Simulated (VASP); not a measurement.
Calculation: PBEsol GGA, VASP's PBE PAW potentials (set 64) (plane waves; VASP).

VASP input:

POSCAR:
```
WS2
1.0
  1.6197490000   0.9351620000   6.2714260000
 -1.6197490000   0.9351620000   6.2714260000
  0.0000000000  -1.8703240000   6.2714260000
W S
1 2
Cartesian
  0.0000000000   0.0000000000   0.0000000000
  0.0000000000   0.0000000000  14.1539813394
 -0.0000000000  -0.0000000000  10.9310955180
```

**INCAR**
```
! general
SYSTEM  = WS2
PREC    = Accurate
ENCUT   = 300
LREAL   = .FALSE.
LASPH   = .TRUE.

! electronic loop
EDIFF   = 1E-6
NELM    = 100
ALGO    = Normal
LMAXMIX = 6

! smearing
ISMEAR  = -1
SIGMA   = 0.1

! functional
GGA     = PS

! ions
ISIF    = 2

! output
LWAVE   = .FALSE.
LCHARG  = .FALSE.
```

**KPOINTS**
```
K-points
0
gamma
6 6 6
0 0 0
```

POTCAR, in this order: W_sv S (PBE.64 set). Program: vasp_std.

What will the output report for the number of irreducible k-points (NKPTS), largest plane-wave count, number of space-group operations, FFT grid (NGX, NGY, NGZ)?

- number of irreducible k-points (NKPTS) = 32
- largest plane-wave count = 684
- number of space-group operations = 6
- FFT grid (NGX, NGY, NGZ) = 40 × 40 × 40

The structure was generated: WS2 was put into an ordered model structure, which need not be its known phase. The cell was not relaxed at this level. The run is one of a series of settings (GGA = PS, POTCAR W_sv S (PBE.64 set) against the base run), some of them coarse on purpose.
